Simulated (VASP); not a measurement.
VASP input:

### POSCAR
```
BaF2
1
    0.0000000000     3.0646160000     3.0646160000
    3.0646160000     0.0000000000     3.0646160000
    3.0646160000     3.0646160000     0.0000000000
Ba F
1 2
Direct
  0.0000000000   0.0000000000   0.0000000000
  0.2500000000   0.2500000000   0.2500000000
  0.7500000000   0.7500000000   0.7500000000
```

### INCAR
```
AEXX = 0.25
ALGO = Normal
EDIFF = 1E-6
ENCUT = 400
GGA = PE
HFRCUT = -1
ISIF = 2
ISMEAR = 0
ISYM = 3
LASPH = .TRUE.
LCHARG = .FALSE.
LHFCALC = .TRUE.
LMAXMIX = 4
LREAL = .FALSE.
LWAVE = .FALSE.
NELM = 100
PREC = Accurate
PRECFOCK = Fast
SIGMA = 0.01
SYSTEM = BaF2
```

**KPOINTS**
```
Automatic mesh
0
Gamma
5 5 5
0 0 0
```

POTCAR, in this order: Ba_sv F (PBE.64 set). Program: vasp_std.

Q: Translate this PBE0 calculation to Ansatz.

A: One equivalent input (not run):
Ansatz 0.2 input:
```yaml
crystal:
  lattice:
    - [0.0000000, 3.0646160, 3.0646160]
    - [3.0646160, 0.0000000, 3.0646160]
    - [3.0646160, 3.0646160, 0.0000000]
  atoms:
    - { symbol: Ba, position: [0.0000000, 0.0000000, 0.0000000] }
    - { symbol: F, position: [0.2500000, 0.2500000, 0.2500000] }
    - { symbol: F, position: [0.7500000, 0.7500000, 0.7500000] }
kpoints:
  mp_grid: { grid: [5, 5, 5] }
hamiltonian:
  xc: pbe0
  pseudopotentials: { kind: paw }
scf:
  occupations: { method: gaussian, width: 0.01 }
  max_iter: 100
output: { forces: true, stress: true, eigenvalues: true }
```
Limits of the translation: each code has its own PAW files, so the cut-off isn't converted (ENCUT is set for VASP's; basis.ecutwfc is left out, and Ansatz then takes the one that its files recommend); Ansatz stops its SCF on the density residual and VASP on the energy change (EDIFF).

The structure comes from a computed database's BaF2 entry; how it stands against other phases isn't given here. The cell was not relaxed at this level.
